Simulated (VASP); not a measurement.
A VASP calculation is set up with these files.

File POSCAR:
```
Y2CdSe4
1
   -0.0000000000     5.8075475888     5.8075475888
    5.8075475888     0.0000000000     5.8075475888
    5.8075475888     5.8075475888     0.0000000000
Y Cd Se
4 2 8
Direct
  0.6250000000   0.1250000000   0.1250000000
  0.1250000000   0.1250000000   0.6250000000
  0.1250000000   0.6250000000   0.1250000000
  0.1250000000   0.1250000000   0.1250000000
  0.7500000000   0.7500000000   0.7500000000
  0.5000000000   0.5000000000   0.5000000000
  0.3554975794   0.8815008069   0.8815008069
  0.3684991931   0.3684991931   0.8945024206
  0.8815008069   0.3554975794   0.8815008069
  0.3684991931   0.3684991931   0.3684991931
  0.8815008069   0.8815008069   0.8815008069
  0.3684991931   0.8945024206   0.3684991931
  0.8815008069   0.8815008069   0.3554975794
  0.8945024206   0.3684991931   0.3684991931
```

File KPOINTS:
```
Automatic mesh
0
Gamma
3 3 3
0 0 0
```

### INCAR
```
ALGO  =  Normal
EDIFF  =  1E-6
EDIFFG  =  -0.02
ENCUT  =  400
IBRION  =  2
ISIF  =  3
ISMEAR  =  0
LASPH  =  .TRUE.
LCHARG  =  .FALSE.
LMAXMIX  =  4
LMIXTAU  =  .TRUE.
LREAL  =  Auto
LWAVE  =  .FALSE.
METAGGA  =  R2SCAN
NELM  =  100
NSW  =  60
PREC  =  Accurate
SIGMA  =  0.05
SYSTEM  =  Y2CdSe4
```

POTCAR, in this order: Y_sv Cd Se (PBE.64 set). Program: vasp_std.

Write an equivalent input for Ansatz.

One equivalent input (not run):
Ansatz 0.2 input:
```yaml
crystal:
  lattice:
    - [0.0000000, 5.8075476, 5.8075476]
    - [5.8075476, 0.0000000, 5.8075476]
    - [5.8075476, 5.8075476, 0.0000000]
  atoms:
    - { symbol: Y, position: [0.6250000, 0.1250000, 0.1250000] }
    - { symbol: Y, position: [0.1250000, 0.1250000, 0.6250000] }
    - { symbol: Y, position: [0.1250000, 0.6250000, 0.1250000] }
    - { symbol: Y, position: [0.1250000, 0.1250000, 0.1250000] }
    - { symbol: Cd, position: [0.7500000, 0.7500000, 0.7500000] }
    - { symbol: Cd, position: [0.5000000, 0.5000000, 0.5000000] }
    - { symbol: Se, position: [0.3554976, 0.8815008, 0.8815008] }
    - { symbol: Se, position: [0.3684992, 0.3684992, 0.8945024] }
    - { symbol: Se, position: [0.8815008, 0.3554976, 0.8815008] }
    - { symbol: Se, position: [0.3684992, 0.3684992, 0.3684992] }
    - { symbol: Se, position: [0.8815008, 0.8815008, 0.8815008] }
    - { symbol: Se, position: [0.3684992, 0.8945024, 0.3684992] }
    - { symbol: Se, position: [0.8815008, 0.8815008, 0.3554976] }
    - { symbol: Se, position: [0.8945024, 0.3684992, 0.3684992] }
kpoints:
  mp_grid: { grid: [3, 3, 3] }
hamiltonian:
  xc: r2scan
  pseudopotentials: { kind: paw }
scf:
  occupations: { method: gaussian, width: 0.05 }
  max_iter: 100
relax:
  max_steps: 60
  f_tol: 0.02
  cell: {}
output: { forces: true, stress: true, eigenvalues: true }
```
The two are equivalent in intent, not identical: each code has its own PAW files, so the cut-off isn't converted (ENCUT is set for VASP's; basis.ecutwfc is left out, and Ansatz then takes the one that its files recommend); Ansatz stops its SCF on the density residual and VASP on the energy change (EDIFF).

The structure comes from a computed database's Y2CdSe4 entry (Fd-3m); how it stands against other phases isn't given here. This run relaxes it. Symmetry was kept, so distortions that lower it aren't found. The start is the result of an earlier pass.
